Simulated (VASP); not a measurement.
Zr3PN3:

```
CELL_PARAMETERS angstrom
4.74159 0.00000 0.00000
0.00000 4.74159 0.00000
0.00000 0.00000 4.74159
ATOMIC_POSITIONS crystal
Zr 0.50000 0.00000 0.00000
Zr 0.00000 0.50000 0.00000
Zr 0.00000 0.00000 0.50000
P 0.00000 0.00000 0.00000
N 0.00000 0.50000 0.50000
N 0.50000 0.00000 0.50000
N 0.50000 0.50000 0.00000
```

The cell was built by a generator and needn't be a form met in nature.

The cell isn't the ideal one: species swapped into the Ca3AsBr3 type (Pm-3m, No. 221).

| Item | Value |
| --- | --- |
| Program | VASP 6.6.1 |
| Task | relaxation of cell and atoms |
| Functional | PBE |
| Potentials or basis | VASP PAW PBE potentials, release 64 (Zr_sv, P, N) |
| Cutoff | 600 eV |
| k mesh | 8 × 8 × 8 |
| Occupations | gaussian, width 0.1 eV |
| Spin | no spin polarisation |

At the start: pressure 2.9 GPa; volume 15.23 Å³/atom.

Problem. How do energy, volume and symmetry change on relaxing?

Solution. Over 3 steps the energy falls by 2.3 meV/atom and the volume is 15.49 Å³/atom (+1.7 %); space group Pm-3m (No. 221, to 0.05 Å).

Step by step:
```tsv
step	energy change (eV)	largest force (eV/Å)	pressure (GPa)	volume (Å³)
1	0.0000	0.0000	2.87	106.60
2	0.0104	0.0000	-3.44	110.87
3	-0.0162	0.0000	-0.01	108.45
```

Final structure:
```
Zr P N
1.0
     4.76878    0.00000    0.00000
     0.00000    4.76878    0.00000
     0.00000    0.00000    4.76878
Zr P N
3 1 3
Cartesian
  2.3844 0.0000 0.0000
  0.0000 2.3844 0.0000
  0.0000 0.0000 2.3844
  0.0000 0.0000 0.0000
  0.0000 2.3844 2.3844
  2.3844 0.0000 2.3844
  2.3844 2.3844 0.0000
```
